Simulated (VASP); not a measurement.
A cell of BN (hex) near equilibrium:

```
BN
1.0
    1.25105    -2.16688     0.00000
    1.25105     2.16688     0.00000
    0.00000     0.00000     6.71680
B N
2 2
Direct
  0.33333   0.66667   0.25000
  0.66667   0.33333   0.75000
  0.66667   0.33333   0.25000
  0.33333   0.66667   0.75000
```

The numbers are results of r2SCAN meta-GGA, VASP's PBE PAW potentials (set 64) (plane waves; VASP 6.6.1), not measurements.

```
run               ΔE (meV/atom)   σxx    σyy   σzz  largest shear component, with its sign (GPa)
----------------  -------------  ----  -----  ----  --------------------------------------------
as it is                    0.0  0.20   0.20  0.46                                          0.00
after one change           12.6  3.80  20.53  1.14                                          0.00
```
Stress is in GPa, positive when the cell is compressed.

Question: Which change was made?
A. biaxial strain of -4.0 % in the yz plane with the ions relaxed
B. biaxial strain of -2.0 % in the yz plane
C. isotropic strain of +2.0 %
D. uniaxial strain of +2.0 % along x

Answer: B, biaxial strain of -2.0 % in the yz plane

The compound is BN in the hex structure.
